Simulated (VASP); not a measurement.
Here is the system:

```
LiH
1.0
    0.00000     1.99017     1.99017
    1.99017     0.00000     1.99017
    1.99017     1.99017     0.00000
Li H
1 1
Direct
  0.00000   0.00000   0.00000
  0.50000   0.50000   0.50000
```

Computed with PBEsol GGA, VASP's PBE PAW potentials (set 64) (plane waves; VASP 6.6.1). Run with 520 eV cut-off, Gaussian smearing of 0.050 eV, potentials Li_sv H.

Question: Give the energies of bands 2 to 4 at the high-symmetry points, in eV from the valence-band maximum.

Answer: 
```json
[
 {"band": "2", "Γ": "-5.62", "X": "0.00", "U": "-0.56", "L": "-2.77", "W": "-0.25"},
 {"band": "3", "Γ": "16.38", "X": "2.73", "U": "3.89", "L": "4.75", "W": "5.05"},
 {"band": "4", "Γ": "17.94", "X": "10.72", "U": "7.45", "L": "13.75", "W": "5.05"}
]
```

The gap is direct, 2.73 eV, from the valence maximum at X to the conduction minimum at X.

The structure comes from a measured LiH entry (Fm-3m) of the Crystallography Open Database, whose conditions weren't checked. It was relaxed first, which changed the volume by -7 %.
